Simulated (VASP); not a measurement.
Method: RPBE GGA, VASP's PBE PAW potentials (set 64) (plane waves; VASP).

A VASP calculation is set up with these files.

**INCAR**
```
ALGO  =  Normal
EDIFF  =  1E-7
ENCUT  =  520
GGA  =  RP
ISIF  =  2
ISMEAR  =  -5
LASPH  =  .True.
LCHARG  =  .True.
LMAXMIX  =  4
LORBIT  =  11
LREAL  =  .False.
LWAVE  =  .False.
NEDOS  =  601
NELM  =  100
PREC  =  Accurate
SYSTEM  =  CsCl
```

File KPOINTS:
```
Automatic mesh
0
Gamma
 7 7 7
0 0 0
```

**POSCAR**
```
CsCl
1
    4.3797658251    -0.0000000000     0.0000000000
    0.0000000000     4.3797658251    -0.0000000000
   -0.0000000000     0.0000000000     4.3797658251
Cs Cl
1 1
Direct
  0.0000000000   0.0000000000   0.0000000000
  0.5000000000   0.5000000000   0.5000000000
```

POTCAR, in this order: Cs_sv Cl (PBE.64 set). Program: vasp_std.

Unless said otherwise, spin-orbit coupling is left out, though it shifts the bands of the heavy elements here.

**Question.** Predict the energy per atom (σ→0), band gap (on the k-mesh).

**Answer.** 
- energy per atom (σ→0) = -3.086 eV/atom
- band gap (on the k-mesh) = 4.84 eV

File OSZICAR:
```
...
DAV:   8    -0.617026405327E+01   -0.97711E-02   -0.29768E-02   564   0.140E+00    0.207E-01
DAV:   9    -0.617225618609E+01   -0.19921E-02   -0.78001E-03   592   0.591E-01    0.150E-01
DAV:  10    -0.617272056189E+01   -0.46438E-03   -0.99696E-04   568   0.281E-01    0.126E-02
DAV:  11    -0.617275131806E+01   -0.30756E-04   -0.55640E-05   636   0.614E-02    0.853E-03
DAV:  12    -0.617275668655E+01   -0.53685E-05   -0.21405E-05   560   0.396E-02    0.473E-03
DAV:  13    -0.617275655379E+01    0.13276E-06   -0.39212E-07   596   0.552E-03    0.261E-03
DAV:  14    -0.617275665300E+01   -0.99217E-07   -0.41020E-07   588   0.415E-03
   1 F= -.61727567E+01 E0= -.61727567E+01  d E =0.000000E+00
```

The compound is CsCl in the CsCl type structure. It was relaxed first, which changed the volume by +20 %.
